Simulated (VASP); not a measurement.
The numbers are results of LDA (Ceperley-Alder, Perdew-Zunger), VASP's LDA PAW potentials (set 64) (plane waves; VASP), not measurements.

The input files of a VASP run:

File POSCAR:
```
WC
1
    1.4453144024    -2.5033580513     0.0000000000
    1.4453144024     2.5033580513     0.0000000000
    0.0000000000     0.0000000000     2.8162536642
W C
1 1
Direct
  0.0000000000   0.0000000000   0.0000000000
  0.3333330000   0.6666670000   0.5000000000
```

**INCAR**
```
LMAXMIX=6
LREAL=.False.   ! projection in real space or not
LASPH=.True.   ! aspherical one-centre terms
NEDOS=601
LORBIT=11   ! lm-projected
NELM=100   ! most electronic steps
ENCUT=520   ! plane-wave cut-off (eV)
ALGO=Normal
EDIFF=1E-7   ! SCF stop (eV)
SYSTEM=WC
PREC=Accurate
LWAVE=.False.
ISMEAR=-5   ! tetrahedra, Bloechl
ISIF=2   ! forces and stress, cell fixed
LCHARG=.True.
```

### KPOINTS
```
Automatic mesh
0
Gamma
  16 16 14
```

POTCAR, in this order: W_sv C (LDA.64 set). Program: vasp_std.

For a metal the tetrahedron method with Blöchl corrections gives inexact stress and forces. Unless said otherwise, spin-orbit coupling is left out, though it shifts the bands of the heavy elements here.

Task: Predict the energy per atom (σ→0), band gap (on the k-mesh).

Result: 
```
Item                                                         Value
------------------------  ----------------------------------------
energy per atom (σ→0)                              -12.350 eV/atom
band gap (on the k-mesh)  none (metal, semimetal or under 0.01 eV)
```

**OSZICAR**
```
...
DAV:   7    -0.247353886641E+02    0.87181E-01   -0.44759E-01  6545   0.615E+00    0.650E+00
DAV:   8    -0.247013683475E+02    0.34020E-01   -0.69964E-02  6915   0.236E+00    0.820E-01
DAV:   9    -0.247004994707E+02    0.86888E-03   -0.34888E-03  6685   0.457E-01    0.132E-01
DAV:  10    -0.247003528370E+02    0.14663E-03   -0.25445E-04  7340   0.223E-01    0.594E-02
DAV:  11    -0.247003582314E+02   -0.53944E-05   -0.18971E-05  6950   0.399E-02    0.108E-02
DAV:  12    -0.247003569465E+02    0.12849E-05   -0.36772E-06  6750   0.169E-02    0.321E-03
DAV:  13    -0.247003569416E+02    0.49199E-08   -0.78064E-08  3905   0.303E-03
   1 F= -.24700357E+02 E0= -.24700357E+02  d E =0.000000E+00
```

The compound is WC in the wc structure. It was relaxed first.
